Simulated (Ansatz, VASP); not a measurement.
**AlO (Al2O2 monolayer): VASP beside Ansatz**

Aim: how closely do two programs agree when they are given the same cell, functional and k mesh? The structure shown is the start of the Ansatz relaxation below; VASP solves that cell, so the two are compared at the walk's first step.

Program: Ansatz 0.2.0. Level of theory: plane waves, with VASP 6.6.1 beside it; single point at PBE with D3(BJ). Results are calculated unless marked as measured.

## 1. Set-up

The cell holds 4 atoms: 2 O and 2 Al. Cell: a = 2.964 Å, b = 2.964 Å, c = 31.942 Å, α = 90.0°, β = 90.0°, γ = 120.0°. Vacuum lies along c. The height across the vacuum is the one that the program set for its solve, not the one typed.

## 2. Ansatz: relaxation, PBE with D3(BJ)

Ansatz runs on its default PAW (the set named soft_2) files.

The two programs are compared at the cell with which this relaxation starts, whose forces are those of its first step.

Input file input.yaml:

```yaml
crystal:
  lattice:
    - [2.964, 0.0, 0.0]
    - [-1.482, 2.5668992968, 0.0]
    - [0.0, 0.0, 22.0711426347]
  atoms:
    - { symbol: O, position: [0.3333333333, 0.6666666667, 0.407772273] }
    - { symbol: Al, position: [0.0, 0.0, 0.4451772833] }
    - { symbol: Al, position: [0.0, 0.0, 0.5548227167] }
    - { symbol: O, position: [0.3333333333, 0.6666666667, 0.592227727] }
  periodic: [true, true, false]
kpoints:
  mp_grid: { grid: [12, 12, 1] }
hamiltonian:
  xc: pbe
  dispersion: d3bj
scf:
  occupations: { method: fermi_dirac, width: 0.05 }
  convergence: { dr2_threshold: 1.0e-09 }
relax:
  f_tol: 0.004
  max_steps: 90
  cell: {}
output:
  write_potential: true
  write_density: true
  volumetric_format: npy
```

Launch:

```
$ ansatz run input.yaml --threads 2 --pin off --max-ram 3072MiB --backend cpu --events-out ev --progress --plain --runs-dir out
```

Numbers of over 12 decimals in the logs are rounded to 6 here.

The log of the run:

```text
Warning: crystal.periodic: the lattice vector that does not repeat stood 0.000° off the slab's normal, 22.071 Å along it as the deck builds it. The run solves the slab on a vector along the normal, 31.942 Å long, with every atom where it was (on the deck's vector they left 18.00 Å outside them, and the widest stretch free of ions among them is 2.42 Å). A fractional position that the run reports is one of the run's ce [...]
Warning: relax.cell: scf.convergence.dr2_threshold = 1e-9 eV is looser than the 2.02023206805e-10 eV advised for a relaxation that steers and ends on the stress (1e-10 eV for each atom of the cell: 4, times the square of relax.cell.stress_2d_tol = 0.05 N/m over 14.1 Å (the atoms' height at the walk's start and 5 Å past either face), 3.553e-2 GPa, over a crystal's default 0.05). What an SCF threshold leaves in a stress goes as its square root, and in the free energy as the threshold itself, and one threshold admits the most on a small cell: [figures from the program's tests cut] Set scf.convergence.dr2_threshold to 2.02023206805e-10 eV or tighter. [rest of the remark cut]
crystal.periodic: the lattice vector that does not repeat stood 0.000° off the slab's normal, 22.071 Å along it as the deck builds it. The run solves the slab on a vector along the normal, 31.942 Å long, with every atom where it was (on the deck's vector they left 18.00 Å outside them, and the widest stretch free of ions among them is 2.42 Å). A fractional position that the run reports is one of the run's cell, which [...]
Engine: ansatz 0.2.0, aarch64-unknown-linux-gnu
Pseudopotentials: kind: paw
Pseudopotential: O, paw, valence charge 6, recommended cutoff 420 eV (normal), O.paw.azcp
Pseudopotential: Al, paw, valence charge 3, recommended cutoff 420 eV (normal), Al.paw.azcp
Functional definition: PBE
  parameter kappa = 0.804
  parameter beta = 0.066725
  exchange = pbe_x(kappa = kappa, mu = beta*pi^2/3)
  correlation = pbe_c(beta = beta)
Crystal: 4 atoms, lattice volume = 243.026 Å³
Basis set: ecut = 420 eV, 4655 PW (Γ), exchange–correlation on 40×40×432 points (8 copies of the dense FFT grid, shifted against one another)
Bands: 13, of which v1, the nominal top of the filled ones, is band 9 counted from 1 (8 counted from 0)
Symmetry: 12 space group operations
[...]
relax step   4: F+E_penalty+E_count = -2214.50236510 eV  Δ(F+E_penalty+E_count) = -1.570e-2 eV  max|allowed force component| = 6.376e-2 eV/Å  Δτ_max = 0.0055 Å  P = -0.165 N/m  Ω = 241.084 Å³  energy of the carried Pulay correction = +1.300e-3 eV  fix = [c, alpha, beta]  reactions: c -0.000 N/m  (7 SCF iters, accepted)
[...]
relax step   5: F+E_penalty+E_count = -2214.50265283 eV  Δ(F+E_penalty+E_count) = -2.877e-4 eV  max|allowed force component| = 1.880e-3 eV/Å  Δτ_max = 0.0057 Å  P = +0.009 N/m  Ω = 241.092 Å³  energy of the carried Pulay correction = +1.294e-3 eV  fix = [c, alpha, beta]  reactions: c +0.000 N/m  (7 SCF iters, accepted)
[...]
relax step   6: F+E_penalty+E_count = -2214.50152769 eV  Δ(F+E_penalty+E_count) = +1.125e-3 eV  max|allowed force component| = 1.732e-3 eV/Å  Δτ_max = 0.0000 Å  P = -0.042 N/m  Ω = 241.092 Å³  fix = [c, alpha, beta]  reactions: c -0.000 N/m  stress off target by 4.19e-2 N/m on what of the cell is left free  SCF on the basis re-selected at this cell (its energy is not comparable with the rows above)  (5 SCF iters)
basis re-selected at this cell: Δ(F+E_penalty+E_count) = +1.125e-3 eV, ΔP = -0.051 N/m vs the last step (what re-selecting the basis moved, of the pressure what is left beyond the Pulay correction that the steps carried, after the strain that the cell walked since its last selection, with what the two solves' SCF thresholds leave and, on support functions, any second-order correction that the steps lacked; it is no m [...]
WARN: The output density's exchange-correlation potential varies sharply where the density is thin. Do not read a vacuum level from v_tot or v_xc, or from such a field of the output density. On a cell that repeats whose density bears no net charge and no dipole along the vacuum's axis use v_es (v_loc + v_h of the components); under efield.dipole_correction with no amplitude use v_es + v_field, which holds any externa [...]
SCF converged after 5 iterations
Free energy (F): -2214.501528 eV
Harris-Foulkes:  -2214.501528 eV  (|F-HF|=2.82e-11)
Internal energy: -2214.501528 eV  (E = F + TS)
E sigma→0 (E₀):  -2214.501528 eV
Entropy (-TS):   -0.000000 eV (-0.000 meV/atom)
Fermi energy:    -4.317522 eV
--- Per-component energies (eV) ---
  E_band       = -241.872827
  E_kinetic    = 403.757546
  E_local      = -23715.793984  (includes V_loc(G=0)·N_el)
  E_nonlocal   = 115.963723
  E_hartree    = 11641.302725
  E_xc         = -228.764545
  E_vxc        = -248.426651  (∫ρ·V_xc dr)
  E_paw        = -1252.016656  (= ΣΔE_a)
  E_vpaw       = -79.983992  (= ΣTr[D̂ρ^β])
  E_aug_tail   = 0.005018  (compensation charges beyond the density's cutoff)
  E_ewald      = 10821.623086
  E_disp       = -0.578441  (pairwise vdW)
  E_smearing   = -0.000000  (= −TS)
  E_closure    = 0.000000  (closes the sum)
  Σ components = -2214.501528   (vs F -2214.501528, Δ=0.00e0)
--- Forces (eV/Å), atoms counted from 1 ---
  atom   1  O     -0.00000000     0.00000000    -0.00173224
  atom   2  Al    -0.00000000    -0.00000000    -0.00061034
  atom   3  Al     0.00000000    -0.00000000     0.00061034
  atom   4  O     -0.00000000     0.00000000     0.00173224
  max |Σ_I F_I| component: 6.65e-16 eV/Å
--- 2D stress c σ (N/m, compression-positive) ---
       -0.041875      -0.000000      -0.000000
       -0.000000      -0.041875      -0.000000
       -0.000000      -0.000000      -0.000000
  P = ½ c Tr σ = -0.0419 N/m
--- Band table (eV; the first three rows and the last of 19) ---
  k-point 0: bands = [... 5 lower, -9.4885, -9.4680, -9.4680, -7.3825, -3.1795, -1.0318, -0.1964, 0.1247]
  k-point 1: bands = [... 5 lower, -9.7855, -9.5377, -9.5161, -7.2196, -2.8453, -0.8388, -0.0546, 0.3132]
  k-point 2: bands = [... 5 lower, -10.1036, -9.6685, -9.6438, -6.9035, -2.0559, -0.3640, 0.3411, 0.8194]
  k-point 18: bands = [... 5 lower, -11.9938, -9.5248, -9.0709, -4.9434, -3.4845, -0.5627, 0.8737, 3.4562]
  the weakly bound empty levels are not read free of the cell's end (no_gap_told)
--- Relaxed structure (5 steps of the walk, 5 accepted, 1 SCFs on fresh bases) ---
  F+E_penalty+E_count = -2214.50152769 eV   max|allowed force component| = 1.732e-3 eV/Å   (the final SCF, on the basis selected at the relaxed cell)
  cell:  # Å, volume = 241.0920 Å³
    - [2.952182, 0.0, 0]
    - [-1.476091, 2.556664, 0]
    - [0, 0, 31.942285]
  atoms:
    - { symbol: O, position: [0.333333, 0.666667, 0.283809] }
    - { symbol: Al, position: [-3.734494259477067e-17, -7.468988519600369e-17, 0.304672] }
    - { symbol: Al, position: [-3.666992570926487e-17, -7.333985142499209e-17, 0.386297] }
    - { symbol: O, position: [0.333333, 0.666667, 0.407161] }
```

## 3. VASP: single point, PBE with D3(BJ), start cell

The same cell, functional, mesh and smearing now go to VASP, with its own data sets.

Lines of VASP's logs that name or quote its potential files are left out, and so is its time.

Input file INCAR:

```
SYSTEM = AlO
PREC = Accurate
ENCUT = 520
EDIFF = 1E-06
NELM = 120
ISMEAR = -1
SIGMA = 0.05
LREAL = .FALSE.
ALGO = Normal
GGA = PE
IVDW = 12
NBANDS = 15
LORBIT = 11
LWAVE = .FALSE.
LCHARG = .FALSE.
ISIF = 2
LDIPOL = .TRUE.
IDIPOL = 3
DIPOL = 0.5 0.5 0.345
LVHAR = .TRUE.
LASPH = .TRUE.
GGA_COMPAT = .FALSE.
EFERMI = MIDGAP
NELMDL = -8
```

Input file POSCAR:

```
AlO
1.0
    2.9640000000      0.0000000000      0.0000000000
   -1.4820000000      2.5668990000      0.0000000000
    0.0000000000      0.0000000000     31.9422850000
O Al
2 2
Direct
    0.3333333333      0.6666666667      0.2817581773
    0.3333333333      0.6666666667      0.4092112696
    0.0000000000      0.0000000000      0.3076038862
    0.0000000000      0.0000000000      0.3833655294
```

Input file KPOINTS:

```
Automatic mesh
0
Gamma
12 12 1
0 0 0
```

PAW data sets: O and Al (PBE family, release 64).

Launch:

```
$ mpirun -np 1 vasp_std
```

The log of the run:

```text
[banner, memory and clock lines left out]
running    1 mpi-ranks, on    1 nodes
 distrk:  each k-point on    1 cores,    1 groups
 distr:  one band on    1 cores,    1 groups

 POSCAR found type information on POSCAR O Al
 POSCAR found :  2 types and       4 ions
 LDA part: xc-table for (Slater+PW92), standard interpolation
 POSCAR, INCAR and KPOINTS ok, starting setup
 FFT: planning ... GRIDC
 FFT: planning ... GRID_SOFT
 FFT: planning ... GRID
 WAVECAR not read
 entering main loop
       N       E                     dE             d eps       ncg     rms          rms(c)
DAV:   1     0.155610114479E+03    0.15561E+03   -0.65255E+03   594   0.862E+02
DAV:   2    -0.275970352868E+01   -0.15837E+03   -0.14485E+03   893   0.194E+02
DAV:   3    -0.284724417640E+02   -0.25713E+02   -0.25479E+02   717   0.966E+01
DAV:   4    -0.290118438420E+02   -0.53940E+00   -0.53897E+00   752   0.172E+01
DAV:   5    -0.290190716418E+02   -0.72278E-02   -0.72270E-02   788   0.192E+00
DAV:   6    -0.290192688744E+02   -0.19723E-03   -0.19720E-03   766   0.332E-01
DAV:   7    -0.290192769171E+02   -0.80427E-05   -0.80431E-05   857   0.621E-02
DAV:   8    -0.290192771724E+02   -0.25532E-06   -0.25480E-06   709   0.103E-02    0.106E+01
DAV:   9    -0.260768427657E+02    0.29424E+01   -0.13531E+01   724   0.288E+01    0.483E+00
DAV:  10    -0.260065620526E+02    0.70281E-01   -0.61378E-01   710   0.597E+00    0.242E+00
DAV:  11    -0.259850933777E+02    0.21469E-01   -0.87073E-02   811   0.260E+00    0.810E-01
DAV:  12    -0.259789155072E+02    0.61779E-02   -0.19643E-02   801   0.102E+00    0.208E-01
DAV:  13    -0.259771243124E+02    0.17912E-02   -0.26734E-03   808   0.385E-01    0.666E-02
DAV:  14    -0.259765737655E+02    0.55055E-03   -0.64315E-04   815   0.158E-01    0.381E-02
[...]
DAV:  18    -0.259772403493E+02   -0.86719E-04   -0.97220E-06   717   0.195E-02    0.492E-03
DAV:  19    -0.259773552267E+02   -0.11488E-03   -0.50367E-06   682   0.906E-03    0.434E-03
DAV:  20    -0.259774014385E+02   -0.46212E-04   -0.22170E-06   683   0.727E-03    0.159E-03
DAV:  21    -0.259774318273E+02   -0.30389E-04   -0.26004E-06   692   0.704E-03    0.115E-03
DAV:  22    -0.259774337335E+02   -0.19062E-05   -0.41106E-08   614   0.141E-03    0.656E-04
DAV:  23    -0.259774397713E+02   -0.60378E-05   -0.25124E-07   502   0.252E-03    0.402E-04
DAV:  24    -0.259774408916E+02   -0.11204E-05   -0.28610E-08   579   0.849E-04    0.203E-04
DAV:  25    -0.259774417879E+02   -0.89624E-06   -0.64525E-09   551   0.511E-04
   1 F= -.26557451E+02 E0= -.26557451E+02  d E =-.169881E-07
```

OUTCAR, selected parts (step 3):

```text
ion  position               nearest neighbor table
   1  0.333  0.667  0.282-   3 1.90   3 1.90   3 1.90
   2  0.333  0.667  0.409-   4 1.90   4 1.90   4 1.90
   3  0.000  0.000  0.308-   1 1.90   1 1.90   1 1.90   4 2.42
   4  0.000  0.000  0.383-   2 1.90   2 1.90   2 1.90   3 2.42

  LATTYP: Found a hexagonal cell.
 ALAT       =     2.9640000000
 C/A-ratio  =    10.7767493252

 Subroutine GETGRP returns: Found 12 space group operations
 (whereof  6 operations were pure point group operations)

The static configuration has the point symmetry C_3v.
 The point group associated with its full space group is D_3h.

 Found     19 irreducible k-points:

   k-points           NKPTS =     19   k-points in BZ     NKDIM =     19   number of bands    NBANDS=     15

   dimension x,y,z NGX =    24 NGY =   24 NGZ =  240
   dimension x,y,z NGXF=    48 NGYF=   48 NGZF=  480

   ENCUT  =  520.0 eV  38.22 Ry    6.18 a.u.   5.51  5.51 59.39*2*pi/ulx,y,z

   NELECT =      18.0000    total number of electrons

 k-points in reciprocal lattice and weights: Automatic mesh
   0.00000000  0.00000000  0.00000000       0.007
   0.08333333  0.00000000  0.00000000       0.042
   0.16666667  0.00000000  0.00000000       0.042
   0.25000000  0.00000000  0.00000000       0.042
   0.33333333  0.00000000  0.00000000       0.042
   0.41666667  0.00000000  0.00000000       0.042
   0.50000000  0.00000000  0.00000000       0.021
   0.08333333  0.08333333  0.00000000       0.042
   0.16666667  0.08333333  0.00000000       0.083
[...]
0.33333333  0.25000000  0.00000000       0.083
   0.33333333  0.33333333  0.00000000       0.014

 dipolmoment           0.000000      0.000000      0.000009 electrons x Angstroem

 average (electrostatic) potential at core
       1 -79.4034       2 -79.4033       3 -83.9540       4 -83.9540

 E-fermi :  -3.9521

 k-point     1 :       0.0000    0.0000    0.0000
  band No.  band energies     occupation
    ...
      5      -7.1612      2.00000
      6      -7.1612      2.00000
      7      -7.1377      2.00000
      8      -7.1377      2.00000
      9      -6.0697      2.00000
     10      -1.6931      0.00000
     11       0.8681      0.00000
     12       2.1962      0.00000
     13       2.3301      0.00000
     14       2.5670      0.00000
    ...

 k-point     2 :       0.0833    0.0000    0.0000
  band No.  band energies     occupation
    ...
      5      -7.5007      2.00000
      6      -7.4633      2.00000
      7      -7.2138      2.00000
      8      -7.1886      2.00000
      9      -5.9440      2.00000
     10      -1.3780      0.00000
     11       1.1314      0.00000
     12       2.3279      0.00000
     13       2.4934      0.00000
     14       2.7278      0.00000
    ...

 k-point     3 :       0.1667    0.0000    0.0000
  band No.  band energies     occupation
    ...
      5      -8.2085      2.00000
      6      -8.0679      2.00000
      7      -7.3535      2.00000
      8      -7.3239      2.00000
      9      -5.7402      2.00000
     10      -0.6693      0.00000
     11       1.6356      0.00000
     12       2.6994      0.00000
     13       2.7968      0.00000
     14       3.0752      0.00000
    ...

 Edisp (eV)   -0.58001

  Total      -2.69989    -2.69989    -0.16666     0.00000     0.00000     0.00000
  in kB     -17.79932   -17.79932    -1.09874     0.00000     0.00000     0.00000
  external pressure =      -12.23 kB  Pullay stress =        0.00 kB

  energy-cutoff  :      520.00
  volume of cell :      243.03
      direct lattice vectors                 reciprocal lattice vectors
     2.964000000  0.000000000  0.000000000     0.337381916  0.194787563  0.000000000
    -1.482000000  2.566899000  0.000000000     0.000000000  0.389575125  0.000000000
     0.000000000  0.000000000 31.942285000     0.000000000  0.000000000  0.031306464

 POSITION                                       TOTAL-FORCE (eV/Angst)
 -----------------------------------------------------------------------------------
     -0.00000      1.71127      9.00000        -0.000000      0.000000      2.228403
     -0.00000      1.71127     13.07114        -0.000000      0.000000     -2.228403
      0.00000      0.00000      9.82557         0.000000      0.000000     -3.698981
      0.00000      0.00000     12.24557         0.000000     -0.000000      3.698981
 -----------------------------------------------------------------------------------
    total drift:                                0.000000      0.000015      0.000282

  FREE ENERGIE OF THE ION-ELECTRON SYSTEM (eV)
  ---------------------------------------------------
  free  energy   TOTEN  =       -26.5574512295 eV

  energy  without entropy=      -26.5574512125  energy(sigma->0) =      -26.55745122

 vacuum level on the upper side and lower side of the slab         2.422         2.422

 total charge
# of ion       s       p       d       tot
------------------------------------------
    1        1.562   3.493   0.000   5.055
    2        1.562   3.493   0.000   5.055
    3        0.378   0.393   0.000   0.771
    4        0.378   0.393   0.000   0.771
--------------------------------------------------
tot          3.882   7.770   0.000  11.652

[... 3 further parts left out ...]
```

## 4. Differences

Known differences besides the potentials themselves: Ansatz cuts the interaction across the vacuum, VASP repeats the sheet with a dipole correction; the cutoff is 420 eV in Ansatz and 520 eV in VASP. Total energies have different zeros and are not compared.

Forces (eV/Å; atoms numbered as in POSCAR):

```tsv
atom	Ansatz x, y, z	VASP x, y, z
O1	0.000, 0.000, 2.214	0.000, 0.000, 2.228
O2	0.000, 0.000, -2.214	0.000, 0.000, -2.228
Al3	0.000, 0.000, -3.690	0.000, 0.000, -3.699
Al4	0.000, 0.000, 3.690	0.000, 0.000, 3.699
```

The forces differ by 6.7 meV/Å r.m.s., which is 0.4 % of the r.m.s. force of 1.763 eV/Å (both taken over all components). With vacuum in the cell, a pressure given here is an average over mostly empty space and none of the material.

## 5. What came out

| Quantity | Value |
| --- | --- |
| r.m.s. force difference (single point, PBE with D3(BJ), start cell) | 0.38 % of the r.m.s. force |

The r.m.s. force difference is 0.38 % of the r.m.s. force (single point, PBE with D3(BJ), start cell), within the 3 % picked in this series as the mark of a large difference. 1 further run of this series is not shown here. Such differences can come from data sets, numerical settings and the points named under the comparisons, not from the functional's error against experiment.

[Lines on the potential files, build, host, timing and source positions are cut from VASP's logs without a mark.]

[Logs are printed without paths, hosts, clocks, repeated set-up lines and the standing remarks that a program may print on its own settings, such as how far it seeks lower states.]

[Hosts, paths, dates, database ids (printed as entryN), source tags and the programs' standing remarks are cut or masked in the printed files.]
